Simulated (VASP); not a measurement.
# A VASP study of Si2Mo (PBE + D3(BJ)): structure first, properties next

Aim: relax Si2Mo with PBE + D3(BJ), compute its properties on that cell and hold them against experiment. The steps: full relaxation (PBE + D3(BJ)), second relaxation, density, ELF and potential (PBE + D3(BJ)), bands along the symmetry lines (PBE + D3(BJ)), density of states (PBE + D3(BJ)), band structure (PBE + D3(BJ) + SOC) and vibrations at Γ (PBE + D3(BJ)). The start is a cell from a database of measured crystal structures.

Main program and level: VASP 6.6.1; PBE with D3(BJ); plane waves and PAW (Si, Mo_sv), in the first sound run; inputs show where later runs differ.

Experimental background.

“Giant magnetoresistance, Fermi surface topology, Shoenberg effect and vanishing quantum oscillations in type-II Dirac semimetal candidates MoSi2 and WSi2” (2022, arxiv:2202.05362) reports for MoSi2, tetragonal MoSi2-type, by powder X-ray diffraction (Czochralski-grown material): lattice constant a 3.20519 Å; lattice constant c 7.84461 Å.

Report form: the programs' logs are mostly left out.

The database entry behind the starting cell is an old determination (1927), so it need not match the best structure at ambient conditions.

**1. Set-up**

Before any relaxation, the start is as follows. The structure is tetragonal, space group I4/mmm (No. 139). The conventional cell has a = 3.200 Å, b = 3.200 Å, c = 7.861 Å, α = 90.00°, β = 90.00°, γ = 90.00°. Si has 5 Si at 2.61 to 2.63 Å and 5 Mo at 2.62 Å nearest. Nearest to Mo lie 10 Si at 2.62 Å. Farther neighbours are not listed.

Structure file:

```cif
data_structure
_symmetry_space_group_name_H-M 'P 1'
_symmetry_Int_Tables_number 1
_cell_length_a 4.5353
_cell_length_b 4.5353
_cell_length_c 4.5353
_cell_angle_alpha 138.684
_cell_angle_beta 138.684
_cell_angle_gamma 59.857
_cell_volume 40.25
loop_
_atom_site_label
_atom_site_type_symbol
_atom_site_fract_x
_atom_site_fract_y
_atom_site_fract_z
_atom_site_occupancy
Si1 Si 0.33300 0.33300 0.00000 1
Si2 Si 0.66700 0.66700 0.00000 1
Mo3 Mo 0.00000 0.00000 0.00000 1
```

**2. Full relaxation (PBE + D3(BJ))**

The start need not lie at this functional's minimum. ISIF = 3 frees volume, shape and positions, and EDIFFG sets the threshold on forces and stress at which the search stops. PBE, the usual starting point, adds the gradient of the density. A dispersion term adds the long-range attraction that semilocal functionals lack. D3 with Becke-Johnson damping keeps a finite attraction at short range.

The input, INCAR:

```
SYSTEM = Si2Mo
PREC = Accurate
ENCUT = 400
EDIFF = 1E-06
NELM = 100
ISMEAR = 0
SIGMA = 0.05
LREAL = .FALSE.
ALGO = Normal
GGA = PE
IVDW = 12
NBANDS = 17
LASPH = .TRUE.
LORBIT = 11
LWAVE = .FALSE.
LCHARG = .FALSE.
KPAR = 2
IBRION = 2
NSW = 60
ISIF = 3
EDIFFG = -0.01
```

The input, POSCAR:

```
Si2Mo
1.0
   -1.6000000000      1.6000000000      3.9305000000
    1.6000000000     -1.6000000000      3.9305000000
    1.6000000000      1.6000000000     -3.9305000000
Si Mo
2 1
Direct
    0.3330000000      0.3330000000      0.0000000000
    0.6670000000      0.6670000000      0.0000000000
    0.0000000000      0.0000000000      0.0000000000
```

The input, KPOINTS:

```
Automatic mesh
0
Gamma
10 10 10
0 0 0
```

Potentials, in the order of the species: Si and Mo_sv (PBE family, release 64).

Launch:

```
> mpirun -np 2 vasp_std
```

Run time: 91 s. Hardware: 2 MPI ranks of AMD EPYC 7R43, shared host; peak memory 0.36 GiB; 2.7 min of CPU time.

Dispersion corrections of this kind ignore metallic screening and tend to overbind metals. The run keeps the 16 symmetry operations of its start, so it cannot find a distortion of lower symmetry.

Relaxation path:

```csv
step,energy less that of the first step (eV),largest force (eV/Å),pressure (GPa),volume (Å³)
1,0.0000,0.3118,-5.09,40.25
2,0.0288,0.1173,10.09,37.82
3,-0.0178,0.1669,0.26,39.29
4,-0.0178,0.1635,0.34,39.28
5,-0.0193,0.0152,0.12,39.34
6,-0.0193,0.0017,0.11,39.34
```

| conventional cell, symmetrised | before | after | change |
| --- | --- | --- | --- |
| a (Å) | 3.200 | 3.178 | -0.7 % |
| b (Å) | 3.200 | 3.178 | -0.7 % |
| c (Å) | 7.861 | 7.790 | -0.9 % |
| volume (Å³/atom) | 13.42 | 13.11 | -2.3 % |

The atoms that moved most (Å, as changes of fractional coordinates times the final cell):

```
atom     dx     dy      dz  length
 Si2  0.000  0.000  -0.014   0.014
 Si1  0.000  0.000   0.014   0.014
```

Final coordinates:

```xyz
3
Lattice="-1.5891 1.5891 3.8951 1.5891 -1.5891 3.8951 1.5891 1.5891 -3.8951" Properties=species:S:1:pos:R:3 pbc="T T T"
Si    0.0000    0.0000    2.6081
Si    0.0000    0.0000    5.1821
Mo    0.0000    0.0000    0.0000
```

Numbers from this step:

| Quantity | Value |
| --- | --- |
| electrons | 22 |
| bands | 17 |
| irreducible k-points | 102 |
| symmetry operations | 16 |
| free energy (TOTEN) | -25.00 eV |
| energy at zero smearing | -25.00 eV |
| Fermi energy | 12.53 eV |
| pressure | 0.1099 GPa |
| metallic | yes |
| SCF cycles over all ionic steps | 42 |

It ends with a largest force of 0.002 eV/Å and a pressure of 0.11 GPa. The volume lies -2.3 % from that of the database's start, which holds the thermal and zero-point expansion of its experiment.

**3. Second relaxation**

A relaxation keeps the plane waves of the cell it began with, so it is repeated from the new cell, on a basis made for it.

INCAR is that of step 2.

The input, POSCAR:

```
Si2Mo
1.0
   -1.5890689334      1.5890689334      3.8950969645
    1.5890689334     -1.5890689334      3.8950969645
    1.5890689334      1.5890689334     -3.8950969645
Si Mo
2 1
Direct
    0.3347889275      0.3347889275      0.0000000000
    0.6652110725      0.6652110725      0.0000000000
    0.0000000000      0.0000000000      0.0000000000
```

KPOINTS is that of step 2.

Launch:

```
> mpirun -np 2 vasp_std
```

The job ended after 28 s (2 MPI ranks; peak memory 0.36 GiB).

Little changed from the start: no atom moved by 0.005 Å and no cell edge by 0.1 %.

Numbers from this step:

| Quantity | Value |
| --- | --- |
| free energy (TOTEN) | -24.99 eV |
| energy at zero smearing | -24.99 eV |
| pressure | 0.06030 GPa |
| SCF cycles over all ionic steps | 13 |

It ends with a largest force of 0.002 eV/Å and a pressure of 0.06 GPa. The volume moved by under 0.01 %: the run met its threshold at the first step.

**4. Density, ELF and potential (PBE + D3(BJ))**

A single point on the relaxed cell gives a clean self-consistent state, with density, ELF and potential written out.

Edit INCAR of step 3 so:

```diff
@@ -15,7 +15,5 @@
 LWAVE = .FALSE.
-LCHARG = .FALSE.
-KPAR = 2
-IBRION = 2
-NSW = 60
-ISIF = 3
-EDIFFG = -0.01
+LCHARG = .TRUE.
+ISIF = 2
+LELF = .TRUE.
+LVHAR = .TRUE.
```

POSCAR is that of step 3.

KPOINTS is that of step 3.

Launch:

```
> mpirun -np 2 vasp_std
```

Wall time 32 s (2 MPI ranks); peak memory 0.29 GiB; 56 s of CPU time.

Numbers from this step:

```yaml
scf_cycles: 13
bands: 18
pressure: 0.06203 GPa
```

Valence electrons inside each PAW sphere by angular momentum. Sphere charges, by row:

```
atom  s (e)  p (e)  d (e)  tot (e)
 Si1  0.741  0.892      0    1.634
 Si2  0.741  0.892      0    1.634
 Mo3  2.291  6.219  4.224    12.73
```

Electrostatic potential energy in the ac plane of the conventional cell at fractional y = 0.000, with atoms of Si and Mo within 0.2 Å of it. With pseudopotentials it is smooth inside the atoms' cores, unlike the true potential.

Ten even steps from '0' (-92 eV) to '9' (1 eV), each cell a mean:
```
23457999997532
44578999998654
77899999999877
99999999999999
99999999999999
67899999999987
12579999998742
00268999998510
00379999998620
34689999999864
88999999999988
99999999999999
99999999999999
67899999999876
12579999998741
00268999998510
01379999998620
45789999999864
88999999999998
99999999999999
88999999999988
55689999999765
33468999997543
22357999986432
```
Columns run along a (3.2 Å; values clipped at the 3rd and 97th percentile), rows up along c (7.8 Å), edges of the conventional cell, whose origin can differ from the input's. Atoms in or near the plane, at fractional coordinates: Si at (0.00, 0.33), Si at (0.00, 0.67), Mo at (0.00, 0.00).

Valence density in the ac plane of the conventional cell at fractional y = 0.000, with atoms of Si and Mo within 0.2 Å of it. It is the smooth field of the valence electrons, not physical close to the nuclei.

Values in e/Å³, 24 rows by 14 columns, each cell a mean:
```
 7.0  6.3  4.2  2.0  0.7  0.3  0.3  0.2  0.3  0.4  1.0  2.6  5.1  6.6
 3.9  3.4  2.1  1.0  0.5  0.3  0.3  0.2  0.3  0.3  0.6  1.3  2.6  3.6
 1.1  1.0  0.7  0.4  0.3  0.3  0.2  0.2  0.2  0.3  0.3  0.5  0.8  1.0
 0.4  0.4  0.4  0.3  0.3  0.2  0.2  0.2  0.2  0.2  0.3  0.3  0.4  0.4
 0.4  0.4  0.4  0.3  0.3  0.2  0.2  0.2  0.2  0.2  0.3  0.3  0.4  0.4
 0.5  0.4  0.4  0.3  0.3  0.2  0.2  0.2  0.2  0.2  0.3  0.4  0.4  0.4
 0.2  0.3  0.4  0.4  0.3  0.2  0.2  0.2  0.2  0.2  0.3  0.4  0.3  0.3
-0.1  0.0  0.3  0.4  0.3  0.3  0.2  0.2  0.2  0.3  0.4  0.4  0.2  0.0
 0.0  0.1  0.3  0.4  0.4  0.3  0.2  0.2  0.2  0.3  0.4  0.4  0.3  0.1
 0.3  0.3  0.4  0.4  0.4  0.3  0.3  0.2  0.3  0.3  0.4  0.4  0.4  0.3
 0.4  0.4  0.4  0.4  0.3  0.3  0.2  0.2  0.3  0.3  0.3  0.4  0.4  0.4
 0.3  0.3  0.3  0.3  0.3  0.3  0.2  0.2  0.2  0.3  0.3  0.3  0.3  0.3
 0.4  0.4  0.3  0.3  0.3  0.3  0.2  0.2  0.2  0.3  0.3  0.3  0.4  0.4
 0.4  0.4  0.4  0.4  0.3  0.3  0.3  0.2  0.3  0.3  0.4  0.4  0.4  0.4
 0.2  0.2  0.4  0.4  0.4  0.3  0.2  0.2  0.3  0.3  0.4  0.4  0.3  0.2
-0.1  0.0  0.3  0.4  0.4  0.3  0.2  0.2  0.2  0.3  0.4  0.4  0.2  0.0
 0.0  0.1  0.3  0.4  0.3  0.2  0.2  0.2  0.2  0.3  0.3  0.4  0.3  0.1
 0.4  0.4  0.4  0.4  0.3  0.2  0.2  0.2  0.2  0.2  0.3  0.4  0.4  0.4
 0.5  0.4  0.4  0.3  0.3  0.2  0.2  0.2  0.2  0.2  0.3  0.3  0.4  0.4
 0.4  0.4  0.4  0.3  0.3  0.2  0.2  0.2  0.2  0.2  0.3  0.3  0.4  0.4
 0.6  0.6  0.5  0.4  0.3  0.2  0.2  0.2  0.2  0.3  0.3  0.4  0.5  0.6
 2.3  2.0  1.2  0.7  0.4  0.3  0.2  0.2  0.2  0.3  0.4  0.8  1.5  2.1
 5.8  5.1  3.3  1.5  0.6  0.3  0.3  0.2  0.3  0.4  0.8  2.0  4.0  5.4
 7.4  6.9  4.8  2.3  0.8  0.3  0.3  0.2  0.3  0.4  1.1  2.9  5.7  7.1
```
Columns run along a (3.2 Å), rows up along c (7.8 Å), edges of the conventional cell, whose origin can differ from the input's. Atoms in or near the plane, at fractional coordinates: Si at (0.00, 0.33), Si at (0.00, 0.67), Mo at (0.00, 0.00).

ELF in the ac plane of the conventional cell at fractional y = 0.000, with atoms of Si and Mo within 0.2 Å of it. It is the smooth field of the valence electrons, not physical close to the nuclei.

Values, 24 rows by 14 columns, each cell a mean:
```
0.52 0.62 0.69 0.53 0.26 0.18 0.27 0.33 0.24 0.17 0.33 0.60 0.70 0.60
0.66 0.64 0.55 0.38 0.22 0.23 0.32 0.37 0.30 0.21 0.25 0.43 0.61 0.65
0.36 0.36 0.31 0.26 0.25 0.30 0.35 0.37 0.34 0.28 0.25 0.26 0.32 0.36
0.35 0.36 0.35 0.35 0.33 0.31 0.30 0.29 0.30 0.32 0.34 0.35 0.36 0.36
0.66 0.64 0.59 0.51 0.39 0.27 0.20 0.18 0.22 0.31 0.43 0.54 0.62 0.65
0.72 0.70 0.66 0.58 0.42 0.25 0.15 0.13 0.17 0.30 0.47 0.60 0.68 0.71
0.40 0.43 0.50 0.52 0.45 0.29 0.18 0.15 0.20 0.34 0.48 0.51 0.46 0.42
0.10 0.18 0.35 0.50 0.52 0.41 0.29 0.24 0.31 0.45 0.53 0.46 0.28 0.15
0.12 0.22 0.44 0.60 0.63 0.52 0.40 0.35 0.42 0.57 0.63 0.57 0.37 0.18
0.32 0.41 0.57 0.66 0.64 0.53 0.43 0.39 0.45 0.58 0.66 0.65 0.53 0.38
0.49 0.53 0.58 0.59 0.54 0.46 0.39 0.36 0.40 0.49 0.56 0.59 0.57 0.51
0.49 0.50 0.51 0.49 0.45 0.39 0.35 0.33 0.36 0.41 0.46 0.50 0.51 0.50
0.50 0.52 0.54 0.53 0.49 0.42 0.36 0.34 0.37 0.44 0.50 0.54 0.53 0.51
0.43 0.50 0.60 0.64 0.60 0.50 0.41 0.38 0.43 0.54 0.62 0.63 0.56 0.47
0.20 0.31 0.52 0.65 0.65 0.54 0.43 0.38 0.45 0.59 0.66 0.62 0.45 0.27
0.08 0.16 0.37 0.54 0.58 0.47 0.35 0.30 0.37 0.52 0.58 0.50 0.30 0.13
0.21 0.27 0.39 0.49 0.47 0.34 0.23 0.19 0.25 0.39 0.49 0.48 0.36 0.25
0.61 0.60 0.60 0.55 0.43 0.26 0.16 0.13 0.17 0.31 0.48 0.58 0.61 0.61
0.74 0.72 0.66 0.56 0.41 0.25 0.17 0.15 0.18 0.30 0.46 0.59 0.68 0.72
0.50 0.49 0.47 0.43 0.37 0.30 0.25 0.24 0.26 0.32 0.39 0.44 0.48 0.49
0.28 0.29 0.28 0.28 0.29 0.32 0.34 0.34 0.33 0.31 0.29 0.28 0.29 0.29
0.56 0.52 0.42 0.29 0.22 0.27 0.35 0.38 0.33 0.24 0.23 0.34 0.47 0.54
0.64 0.68 0.66 0.47 0.24 0.20 0.29 0.35 0.27 0.19 0.29 0.54 0.68 0.66
0.35 0.55 0.70 0.56 0.27 0.16 0.25 0.31 0.22 0.17 0.35 0.63 0.67 0.49
```
Columns run along a (3.2 Å), rows up along c (7.8 Å), edges of the conventional cell, whose origin can differ from the input's. Atoms in or near the plane, at fractional coordinates: Si at (0.00, 0.33), Si at (0.00, 0.67), Mo at (0.00, 0.00).

In this run the pressure is 0.06 GPa, small enough to go on.

**5. Bands along the symmetry lines (PBE + D3(BJ))**

Levels along the symmetry lines show where the bands peak and cross; KPOINTS_OPT computes them in the converged potential.

The input, INCAR:

```
SYSTEM = Si2Mo
PREC = Accurate
ENCUT = 400
EDIFF = 1E-06
NELM = 100
ISMEAR = 0
SIGMA = 0.05
LREAL = .FALSE.
ALGO = Normal
GGA = PE
IVDW = 12
NBANDS = 24
LASPH = .TRUE.
LORBIT = 11
LWAVE = .FALSE.
LCHARG = .FALSE.
KPAR = 2
```

POSCAR is that of step 4.

KPOINTS is that of step 4.

The input, KPOINTS_OPT:

```
Line mode
16
Line-mode
Reciprocal
  0.00000000   0.00000000   0.00000000 GAMMA
 -0.50000000   0.50000000   0.00000000 X

 -0.50000000   0.50000000   0.00000000 X
 -0.50000000   0.50000000  -0.08321832 Y

 -0.50000000   0.50000000  -0.08321832 Y
 -0.29160916   0.29160916  -0.29160916 S

 -0.29160916   0.29160916  -0.29160916 S
  0.00000000   0.00000000   0.00000000 GAMMA

  0.00000000   0.00000000   0.00000000 GAMMA
  0.50000000   0.50000000  -0.50000000 Z

  0.50000000   0.50000000  -0.50000000 Z
  0.29160916   0.70839084  -0.70839084 S1

  0.29160916   0.70839084  -0.70839084 S1
  0.00000000   0.50000000  -0.50000000 N

  0.00000000   0.50000000  -0.50000000 N
 -0.25000000   0.75000000  -0.25000000 P

 -0.25000000   0.75000000  -0.25000000 P
  0.08321832   0.91678168  -0.50000000 Y1

  0.08321832   0.91678168  -0.50000000 Y1
  0.50000000   0.50000000  -0.50000000 Z

 -0.50000000   0.50000000   0.00000000 X
 -0.25000000   0.75000000  -0.25000000 P
```

Launch:

```
> mpirun -np 2 vasp_std
```

It took 67 s on 2 MPI ranks; peak memory 0.42 GiB.

Spin-orbit coupling is off here; it would split degenerate levels.

Numbers from this step:

```yaml
scf_cycles: 12
bands: 24
pressure: 0.001261 GPa
```

Electronic bands along the path, in eV, zero at the Fermi level; # counts the bands kept:

```
          point     #4     #5     #6     #7     #8    #9   #10   #11
              Γ  -3.08  -2.61  -2.61   0.46   3.17  3.35  3.67  3.67
0.47 of the way  -5.09  -2.65  -2.52  -1.46   2.90  3.53  3.84  3.91
              X  -5.13  -4.46  -3.07  -1.13   2.47  2.90  3.28  3.47
0.53 of the way  -4.62  -4.45  -3.04  -1.33   2.27  2.66  2.87  4.20
              Y  -4.46  -3.78  -2.94  -1.72   1.90  2.16  2.77  5.00
0.47 of the way  -3.18  -2.67  -2.56  -1.45   1.36  2.07  2.56  4.52
              S  -2.79  -2.46  -2.26  -0.36   1.63  3.11  3.75  4.73
0.47 of the way  -3.62  -2.24  -1.83  -1.70   1.78  2.46  4.02  4.84
              Γ  -3.08  -2.61  -2.61   0.46   3.17  3.35  3.67  3.67
0.47 of the way  -2.17  -2.12  -2.12   0.52   1.97  1.97  2.14  4.20
              Z  -2.19  -0.52  -0.52  -0.41  -0.41  0.60  4.88  5.47
0.47 of the way  -2.57  -1.46  -1.27  -0.37   0.07  1.66  4.72  5.77
             S1  -2.79  -2.46  -2.26  -0.36   1.63  3.11  3.75  4.73
0.53 of the way  -3.46  -2.53  -2.52  -0.45   2.17  3.44  3.59  4.44
              N  -4.49  -2.58  -2.56  -0.46   2.42  3.20  4.31  4.34
0.53 of the way  -3.62  -3.27  -1.95  -1.77   0.48  2.31  3.47  4.15
              P  -6.16  -2.68  -2.04  -2.04   0.42  2.47  4.14  4.14
0.47 of the way  -5.41  -3.32  -2.68  -1.58   1.24  2.33  3.68  4.30
             Y1  -4.46  -3.78  -2.94  -1.72   1.90  2.16  2.77  5.00
0.53 of the way  -4.25  -1.64  -1.55  -0.67   0.05  1.58  4.26  5.90
              Z  -2.19  -0.52  -0.52  -0.41  -0.41  0.60  4.88  5.47
      jump to X  -5.13  -4.46  -3.07  -1.13   2.47  2.90  3.28  3.47
0.47 of the way  -5.76  -3.57  -2.78  -1.36   1.53  2.47  3.65  4.13
              P  -6.16  -2.68  -2.04  -2.04   0.42  2.47  4.14  4.14
```

Of the projections kept (Si, Mo), the largest for each band there; the rest of the weight can lie on other orbitals:

| point | #4 | #5 | #6 | #7 | #8 | #9 | #10 | #11 |
| --- | --- | --- | --- | --- | --- | --- | --- | --- |
| Γ | Mo 1.00 | Mo 0.68 | Mo 0.68 | Mo 1.00 | - | Si 0.84 | Si 0.76 | Si 0.76 |
| X | Si 0.95 | Mo 0.60 | Mo 0.86 | Si 0.55 | Mo 1.00 | Mo 0.89 | Si 0.85 | Mo 0.89 |
| Y | Mo 0.57 | Si 0.71 | Mo 0.86 | Mo 0.64 | Mo 0.99 | Mo 0.51 | Mo 0.87 | Mo 0.64 |
| S | Mo 0.85 | Mo 0.80 | Mo 0.72 | Mo 0.99 | Mo 0.94 | Mo 0.85 | Si 0.52 | Si 0.67 |
| Γ | Mo 1.00 | Mo 0.68 | Mo 0.68 | Mo 1.00 | - | Si 0.84 | Si 0.77 | Si 0.77 |
| Z | Mo 0.92 | Mo 0.94 | Mo 0.94 | Si 0.90 | Si 0.90 | Mo 1.00 | Si 0.98 | Si 0.73 |

There is no gap at this level.

**6. Density of states (PBE + D3(BJ))**

Here the states are counted by energy and projected on the atoms. The mesh is finer than in the run before.

Edit INCAR of step 5 so:

```diff
@@ -5,3 +5,3 @@
 NELM = 100
-ISMEAR = 0
+ISMEAR = -5
 SIGMA = 0.05
@@ -17 +17,2 @@
 KPAR = 2
+NEDOS = 2001
```

POSCAR is that of step 5.

The input, KPOINTS:

```
Automatic mesh
0
Gamma
14 14 14
0 0 0
```

Launch:

```
> mpirun -np 2 vasp_std
```

The job ended after 93 s (2 MPI ranks; peak memory 0.52 GiB).

With tetrahedra the forces and stress of a metal are not exact derivatives of the energy.

Numbers from this step:

```yaml
scf_cycles: 14
irreducible_k_points: 244
fermi_energy: 12.59 eV
pressure: 0.04650 GPa
dos_at_the_fermi_level: 0.2416 states/eV/cell
```

The density of states has structure finer than the step of the table below, so its rows give means over 1 eV, whole bins alone (the curve runs from -12.0 to 5.24 eV). Peaks (eV: height): total -2.4: 4.76, 2.2: 2.56, 3.6: 2.23, 4.5: 2.42; Mo d -2.3: 2.14, 2.2: 1.57, 3.6: 0.839; Si p -6.1: 0.346, -2.4: 0.668, 4.5: 0.366; Si s -9.9: 0.282, -9.2: 0.379, -8.7: 0.352, 2.4: 0.278; Mo p -8.7: 0.0342, -5.3: 0.0306, -2.0: 0.159.

States under -12.0 eV and over 5.2 eV are left out. The density of states by energy, zero at the Fermi level; means over each step; values in states/eV/cell:

```
energy (eV)  total    Mo d    Si p     Si s     Mo p     Mo s
        -11  0.517  0.0141  0.0236    0.176   0.0137   0.0187
        -10  0.681  0.0422  0.0389    0.223   0.0176   0.0186
         -9  0.920  0.0966  0.0609    0.286   0.0230   0.0205
         -8  0.730   0.102  0.0708    0.190   0.0135   0.0109
         -7  0.510  0.0923  0.0748   0.0857  0.00585   0.0128
         -6   1.12   0.186   0.264   0.0289   0.0222   0.0451
         -5  0.874   0.175   0.171   0.0618   0.0181   0.0236
         -4   1.36   0.418   0.191   0.0879   0.0236   0.0571
         -3   2.32    1.00   0.306   0.0711   0.0466   0.0348
         -2   3.15    1.33   0.460   0.0478    0.111   0.0158
         -1   1.05   0.651  0.0894   0.0113   0.0102   5.5e-4
          0  0.320   0.195  0.0327  0.00567  0.00278   2.3e-4
          1  0.888   0.436   0.105   0.0647  0.00802  0.00248
          2   2.16    1.19   0.198    0.164   0.0218   0.0183
          3   1.67   0.651   0.206    0.145   0.0226   0.0452
          4   2.01   0.696   0.254    0.101   0.0301   0.0965
```

The finer mesh and the other smearing move the Fermi level by +0.06 eV from the 10×10×10 run, one measure of the sampling error in the zero of the bands above. Of the states within 0.3 eV of the Fermi level, the largest shares in the PAW spheres are Mo d 58 % and Si p 13 %. The rest lies in smaller channels or between the spheres.

(Part 1 of 2 ends here.)

[Lines on the potential files, build, host, timing and source positions are cut from VASP's logs without a mark.]

[Logs are printed without paths, hosts, clocks, repeated set-up lines and the standing remarks that a program may print on its own settings, such as how far it seeks lower states.]

[Hosts, paths, dates, database ids (printed as entryN), source tags and the programs' standing remarks are cut or masked in the printed files.]

[A measured line is paired with the nearest computed mode of its activity, which favours agreement.]
